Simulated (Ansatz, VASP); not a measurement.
# Cross-check of W between VASP and Ansatz, part 2 of 2

Aim: how closely do two programs agree when they are given the same cell, functional and k mesh? Of the first pair: The cell is taken from a series of runs on this material, whose earlier steps may have relaxed, scaled, displaced or heated it; both programs get it as it stands.

VASP 6.6.1 and Ansatz 0.2.0.

So far: Starting point; VASP: relaxation of cell and atoms, PBEsol; Ansatz: relaxation of cell and atoms, PBEsol; Differences; Ansatz: relaxation, PBEsol.

### 6. VASP: single point, PBEsol, pair 2

Level of this step: PBEsol; plane waves and PAW (W) (VASP).

The same cell, functional, mesh and smearing now go to VASP, with its own data sets.

INCAR

```
SYSTEM = W
PREC = Accurate
ENCUT = 600
EDIFF = 1E-06
NELM = 120
ISMEAR = -1
SIGMA = 0.05
LREAL = .FALSE.
ALGO = Normal
GGA = PS
NBANDS = 9
LASPH = .TRUE.
LORBIT = 11
LWAVE = .FALSE.
LCHARG = .FALSE.
ISIF = 2
GGA_COMPAT = .FALSE.
KPAR = 2
```

POSCAR

```
W
1.0
    0.0000000000      1.9880402404      1.9880402404
    1.9880402404      0.0000000000      1.9880402404
    1.9880402404      1.9880402404      0.0000000000
W
1
Direct
    0.0000000000      0.0000000000      0.0000000000
```

KPOINTS

```
Automatic mesh
0
Gamma
19 19 19
0 0 0
```

Potentials, in the order of the species: W (PBE family, release 64).

Started as:

```sh
$ mpirun -np 2 vasp_std
```

Numbers of over 12 decimals in the logs are rounded to 6 here.

Output:

```text
[banner, memory and clock lines left out]
running    2 mpi-ranks, on    1 nodes
[...]
[... a notice as in an earlier step ...]

 LDA part: xc-table for (Slater+PW92), standard interpolation
 POSCAR, INCAR and KPOINTS ok, starting setup
[...]
entering main loop
       N       E                     dE             d eps       ncg     rms          rms(c)
DAV:   1     0.109426023225E+02    0.10943E+02   -0.32023E+03  3960   0.649E+02
DAV:   2    -0.135714101267E+02   -0.24514E+02   -0.23637E+02  4650   0.142E+02
DAV:   3    -0.140608955379E+02   -0.48949E+00   -0.48217E+00  4926   0.160E+01
DAV:   4    -0.140621689659E+02   -0.12734E-02   -0.12731E-02  4886   0.924E-01
[...]
DAV:   9    -0.133855294137E+02    0.18252E-03   -0.21086E-04  4791   0.726E-02    0.205E-02
DAV:  10    -0.133855241885E+02    0.52251E-05   -0.13348E-05  4601   0.248E-02    0.170E-02
DAV:  11    -0.133855244294E+02   -0.24083E-06   -0.27801E-07  2369   0.525E-03
   1 F= -.13385524E+02 E0= -.13380631E+02  d E =-.978727E-02
```

Parts of OUTCAR (step 6):

```text
  Total        0.2437802      0.2437802      0.2437802      0.0000000     -0.0000000      0.0000000
  in kB       24.8544144     24.8544144     24.8544144      0.0000000     -0.0000000      0.0000000
  external PRESSURE =      24.8544144 kB  Pullay stress =       0.0000000 kB

 POSITION                                       TOTAL-FORCE (eV/Angst)
 -----------------------------------------------------------------------------------
      0.00000      0.00000      0.00000         0.000000      0.000000      0.000000
 -----------------------------------------------------------------------------------
    total drift:                               -0.000000     -0.000000      0.000000

  FREE ENERGIE OF THE ION-ELECTRON SYSTEM (eV)
  ---------------------------------------------------
  free  energy   TOTEN  =       -13.3855244294 eV

  energy  without entropy=      -13.3757371633  energy(sigma->0) =      -13.38063080

[... 1 part as in an earlier step ...]

[... 2 further parts left out ...]
[key lines of the parts left out:]
E-fermi :   7.2571
```

The run ends at a pressure of 2.49 GPa.

### 7. Side by side

What differs besides the data sets and the points named for the pairs above, as far as they apply: the data sets hold 14 valence electrons in Ansatz (on its PAW soft_1 files) and 6 in VASP; Ansatz's pressure holds a Pulay correction, VASP's none. Total energies have different zeros and are not compared.

The two programs side by side:

| quantity | Ansatz | VASP | difference |
| --- | --- | --- | --- |
| pressure (GPa) | 5.01 | 2.49 | +2.52 |

### 8. Other set-ups

Further runs change the set-up of one program: Ansatz's method, potentials or start, or VASP's data sets, cutoff or form of LDA. The table gives that difference for each run.

| run | pressure (GPa) |
| --- | --- |
| as above | 2.5 |
| VASP with the data sets W_sv and a cutoff of 500 eV | -0.68 |

### 9. Ansatz: relaxation, PBEsol

This run makes the geometry at which the two programs are then compared. The cell compared in this pair holds 15.26 Å³, against 15.71 Å³ for the pair before.

The structure compared here is the end of the Ansatz relaxation.

input.yaml

```yaml
crystal:
  lattice:
    - [0.0, 1.9986426342, 1.9986426342]
    - [1.9986426342, 0.0, 1.9986426342]
    - [1.9986426342, 1.9986426342, 0.0]
  atoms:
    - { symbol: W, position: [0.0, 0.0, 0.0] }
kpoints:
  mp_grid: { grid: [19, 19, 19] }
scf:
  occupations: { method: fermi_dirac, width: 0.05 }
hamiltonian:
  xc: pbesol
  pseudopotentials: { kind: paw, azcp: { folder: soft_1 }, xc_functional: pbe }
basis:
  ecutwfc: 600
output:
  forces: true
  stress: true
  write_density: true
  write_potential: true
  elf: true
  volumetric_format: npy
relax:
  f_tol: 0.005
  max_steps: 70
  cell: { stress_tol: 0.02, p_target: 15 }
```

Started as:

```sh
$ ansatz run input.yaml --threads 3 --pin off --max-ram 5120MiB --backend cpu --events-out ev --progress --plain --runs-dir out
```

Output:

```text
[...]
Crystal: 1 atoms, lattice volume = 15.967 Å³
Basis set: ecut = 600 eV, 531 PW (Γ), exchange–correlation on 48×48×48 points (8 copies of the dense FFT grid, shifted against one another)
Bands: 11, of which v1, the nominal top of the filled ones, is band 7 counted from 1 (6 counted from 0)
Symmetry: 48 space group operations
[...]
k-points: 220 of 6859
[...]
k-point 2: bands = [... 3 lower, -14.2631, 13.8773, 21.6849, 22.2972, 22.2972, 25.3196, 25.3196, 36.6225]
  k-point 219: bands = [... 3 lower, -14.7846, 18.6304, 20.2701, 20.8677, 24.1550, 29.0255, 33.2966, 34.2876]
--- Relaxed structure (4 steps of the walk, 3 accepted, 1 SCFs on fresh bases) ---
[...]
cell:  # Å, volume = 15.2631 Å³
    - [0, 1.968812, 1.968812]
    - [1.968812, 0, 1.968812]
    - [1.968812, 1.968812, 0]
  atoms:
    - { symbol: W, position: [0.0, 0.0, 0.0] }
[key lines of the parts left out:]
SCF converged after 4 iterations
Free energy (F): -10257.062004 eV
Fermi energy:    22.710703 eV
P = ⅓ Tr σ = 15.0095 GPa (150.095 kbar)
```

### 10. VASP: single point, PBEsol, pair 3

The same cell, functional, mesh and smearing now go to VASP, with its own data sets.

INCAR is that of step 6.

POSCAR

```
W
1.0
    0.0000000000      1.9688123186      1.9688123186
    1.9688123186      0.0000000000      1.9688123186
    1.9688123186      1.9688123186      0.0000000000
W
1
Direct
    0.0000000000      0.0000000000      0.0000000000
```

KPOINTS is that of step 6.

Started as:

```sh
$ mpirun -np 2 vasp_std
```

Output:

```text
[... set-up lines as in an earlier step ...]
 entering main loop
       N       E                     dE             d eps       ncg     rms          rms(c)
DAV:   1     0.114741129503E+02    0.11474E+02   -0.32831E+03  3960   0.655E+02
DAV:   2    -0.134784178507E+02   -0.24953E+02   -0.24003E+02  4643   0.143E+02
DAV:   3    -0.140064575165E+02   -0.52804E+00   -0.52118E+00  4693   0.166E+01
DAV:   4    -0.140080659398E+02   -0.16084E-02   -0.16083E-02  4862   0.104E+00
[...]
DAV:   9    -0.133646265203E+02    0.73360E-04   -0.14553E-04  4903   0.649E-02    0.150E-02
DAV:  10    -0.133646178739E+02    0.86464E-05   -0.76003E-06  4308   0.170E-02    0.158E-02
DAV:  11    -0.133646180881E+02   -0.21423E-06   -0.17238E-07  2290   0.408E-03
   1 F= -.13364618E+02 E0= -.13359904E+02  d E =-.942836E-02
```

OUTCAR, selected parts (step 10):

```text
  Total        1.1974347      1.1974347      1.1974347      0.0000000     -0.0000000      0.0000000
  in kB      125.6954305    125.6954305    125.6954305      0.0000000     -0.0000000      0.0000000
  external PRESSURE =     125.6954305 kB  Pullay stress =       0.0000000 kB

 POSITION                                       TOTAL-FORCE (eV/Angst)
 -----------------------------------------------------------------------------------
      0.00000      0.00000      0.00000         0.000000      0.000000      0.000000
 -----------------------------------------------------------------------------------
    total drift:                               -0.000000      0.000000     -0.000000

  FREE ENERGIE OF THE ION-ELECTRON SYSTEM (eV)
  ---------------------------------------------------
  free  energy   TOTEN  =       -13.3646180881 eV

  energy  without entropy=      -13.3551897262  energy(sigma->0) =      -13.35990391

[... 1 part as in an earlier step ...]

[... 2 further parts left out ...]
[key lines of the parts left out:]
E-fermi :   7.5682
```

The run ends at a pressure of 12.57 GPa.

### 11. Side by side

What differs besides the data sets and the points named for the pairs above, as far as they apply: the data sets hold 14 valence electrons in Ansatz (on its PAW soft_1 files) and 6 in VASP. Total energies have different zeros and are not compared.

The two programs side by side:

| quantity | Ansatz | VASP | difference |
| --- | --- | --- | --- |
| pressure (GPa) | 15.01 | 12.57 | +2.44 |

### 12. What came out

| Quantity | Value |
| --- | --- |
| difference in volume (relaxation of cell and atoms, PBEsol) | 0.82 % |
| difference in pressure (single point, PBEsol, pair 2) | 2.5 GPa |
| difference in pressure (single point, PBEsol, pair 3) | 2.4 GPa |

The difference in pressure is 2.5 GPa (single point, PBEsol, pair 2), beyond the 1 GPa picked in this series as the mark of a large difference. The data sets hold unlike numbers of valence electrons (14 in Ansatz and 6 in VASP), so part of the differences comes from the potentials. Single point, PBEsol, pair 2, VASP with the data sets W_sv and a cutoff of 500 eV: the difference in pressure goes from 2.5 to -0.68 GPa. What causes the difference of the single point, PBEsol, pair 3 pair stays open here. 5 further runs of this series are not shown here. Such differences can come from data sets, numerical settings and the points named under the comparisons, not from the functional's error against experiment.

[Lines on the potential files, build, host, timing and source positions are cut from VASP's logs without a mark.]

[Logs are printed without paths, hosts, clocks, repeated set-up lines and the standing remarks that a program may print on its own settings, such as how far it seeks lower states.]

[Hosts, paths, dates, database ids (printed as entryN), source tags and the programs' standing remarks are cut or masked in the printed files.]
